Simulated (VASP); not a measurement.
Given:

```
Y
1.0
    3.62122     0.00000     0.00000
   -1.81061     3.13607     0.00000
    0.00000     0.00000    11.65131
Y
4
Direct
  0.00169   0.99737   0.99920
  0.99830   0.00029   0.49984
  0.32749   0.66190   0.25116
  0.67251   0.34043   0.74980
```

All values below come from LDA (Ceperley-Alder, Perdew-Zunger), VASP's LDA PAW potentials (set 64) (plane waves; VASP). Settings: 240 eV cut-off, 2×2×2 Γ-centred mesh shifted by (0.5, 0.5, 0.5), first-order Methfessel-Paxton smearing of 0.10 eV, potentials Y_sv.

At this cut-off the stress carries a Pulay error, which pulls relaxed volumes low. Energy and stress use the plane-wave basis of the starting cell.

### Question
The ions, cell shape and volume are relaxed. Predict the relaxed structure.

### Answer

```
Y
1.0
    3.60900    -0.00298     0.00003
   -1.80709     3.13532    -0.00001
    0.00009     0.00001    11.08426
Y
4
Direct
  0.00057   0.99925   0.00013
  0.99944   0.00002   0.50012
  0.33133   0.66504   0.24976
  0.66866   0.33569   0.74999
```
Space group P6_3/mmc (194), at a tolerance of 0.03 Å.

### Question
How do energy and volume change from the first to the last step?

### Answer
The energy (σ→0) changes by -19.6 meV/atom and the volume by -5.3 %, in 17 ionic steps.

```csv
step,E(σ→0) (eV),max force (eV/Å),pressure (GPa),volume (Å³)
1,-26.6869,0.038,-1.88,132.32
2,-26.7575,0.038,0.27,124.99
3,-26.7580,0.038,0.41,124.57
4,-26.7646,0.032,0.06,125.28
5,-26.7647,0.029,-0.06,125.50
6,-26.7650,0.026,0.01,125.29
7,-26.7650,0.024,0.04,125.18
8,-26.7651,0.019,0.04,125.23
9,-26.7652,0.007,-0.03,125.39
10,-26.7654,0.007,0.02,125.27
11,-26.7654,0.009,0.03,125.22
12,-26.7655,0.013,0.07,125.13
13,-26.7655,0.009,0.05,125.20
14,-26.7655,0.009,0.05,125.21
15,-26.7654,0.009,0.06,125.22
16,-26.7651,0.007,-0.10,125.62
17,-26.7654,0.008,-0.02,125.36
```

The structure was generated: Y was put into an ordered model structure, which need not be its known phase. In the starting cell atoms are displaced from their ideal sites. This run relaxes it. The k-mesh is coarse (spacing up to 1.01 per Å, 2π included), so the numbers may not be converged in it. The run is one of a series of settings (EDIFFG = -0.01, ENCUT = 240, GGA removed, IBRION = 2, ISIF = 3, NSW = 50, KPOINTS 2×2×2 Γ-centred mesh shifted by (0.5, 0.5, 0.5), POTCAR Y_sv (LDA.64 set) against the base run), some of them coarse on purpose.
